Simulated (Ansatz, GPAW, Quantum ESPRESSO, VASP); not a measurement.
# Na2S (Fm-3m, 3 atoms in the cell) computed with different codes at matched settings

Self-consistent single point.

```xyz
3
Lattice="0.0000 3.3321 3.3321 3.3321 0.0000 3.3321 3.3321 3.3321 0.0000" Properties=species:S:1:pos:R:3 pbc="T T T"
Na     1.6661     1.6661     1.6661
Na     4.9982     4.9982     4.9982
S      0.0000     0.0000     0.0000
```

All programs got the same cell, k-point mesh and kind of occupations (in Ansatz's words: kpoints.mp_grid.grid = 6 6 6; scf.occupations.method = fermi_dirac; scf.occupations.width = 0.02 eV); potentials, basis and cutoffs are each program's usual ones.

| code | model | pressure (GPa) | gap on the mesh (eV) | cutoff |
|---|---|---|---|---|
| GPAW | PBE, GPAW PAW datasets PBE (gpaw-data 1.0.1) | -1.15 | 2.316 | 800 eV |
| VASP | PBE, VASP's PBE PAW potentials (set 64) | -1.20 | 2.304 | 300 eV |
| Ansatz | PBE, default PAW files | -1.12 | 2.308 | default |
| Quantum ESPRESSO | PBE, GBRV 1.5 ultrasoft (PBE) pseudopotentials | -1.02 | 2.307 | 40 Ry |

Gaps are read on the mesh.

The spread over the programs that give each value: pressure within 0.18 GPa; gap on the mesh within 0.012 eV.

The starting cell has typed, rounded lattice constants, without a prior relaxation at this level. Its lattice was rescaled by a random factor within 2.5 % of one.

Task: Why do the programs differ, and what cannot be compared?

Result: Differences of this kind can come from the potentials, where these differ, and from what each basis and cutoff leave unconverged. The valence holds different numbers of electrons (GPAW 20, VASP 20, Ansatz (a program for electronic structure) 24, Quantum ESPRESSO 24). The zero of total energies and Fermi levels follows the potentials and each program's conventions, so they are not compared here. Ansatz's pressure is given at a fixed set of plane waves, as the other plane-wave codes print theirs.

VASP's run is marked for a possible Pulay error in its stress at this cutoff; no cutoff test was made.

Left out of this page: ABINIT, CP2K, Elk, FLEUR and SIESTA (not drawn, or without a comparable value).

Keys are those of Ansatz 0.2.
